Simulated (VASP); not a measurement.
**CsRuN2: single point with PBE**

The system is CsRuN2.

```
CELL_PARAMETERS angstrom
0.00000 4.31947 4.31947
4.31947 0.00000 4.31947
4.31947 4.31947 0.00000
ATOMIC_POSITIONS crystal
Cs 0.50000 0.50000 0.50000
Cs 0.75000 0.75000 0.75000
Ru 0.00000 0.00000 0.00000
Ru 0.25000 0.25000 0.25000
N 0.12500 0.62500 0.12500
N 0.62500 0.12500 0.12500
N 0.12500 0.12500 0.12500
N 0.12500 0.12500 0.62500
```

The cell comes from a database or a generator and needn't be the stable form of this composition.

```yaml
Program: VASP 6.6.1
Task: single point
Functional: PBE
Potentials_or_basis: VASP PAW PBE potentials, release 64 (Cs_sv, Ru_pv, N)
Cutoff: 520 eV
k_mesh: 6 × 6 × 6
Occupations: fermi-dirac, width 0.05 eV
Spin: no spin polarisation
```

```
Pressure               : -1.1 GPa
Band gap on the k mesh : none (metal or under the smearing width)
```

Levels at points of the mesh, in eV from the Fermi level:
```tsv
k point	band 30	band 31	band 32	band 33	band 34	band 35	band 36	band 37
(0.00, 0.00, 0.00)	-1.80	-1.80	-1.80	-1.64	-1.64	-1.64	1.49	1.49
(0.50, 0.00, 0.00)	-2.18	-2.18	-1.79	0.75	0.75	0.85	1.07	1.07
(0.50, 0.50, 0.00)	-2.53	-1.27	-1.27	0.58	0.58	0.89	0.89	2.36
```

Wall time 120 s on 1 thread of AMD EPYC 9R45 96-Core Processor (Zen 5), on a shared host, peak memory 0.34 GiB.

The run has no spin-orbit coupling, so splittings on Cs are missing.
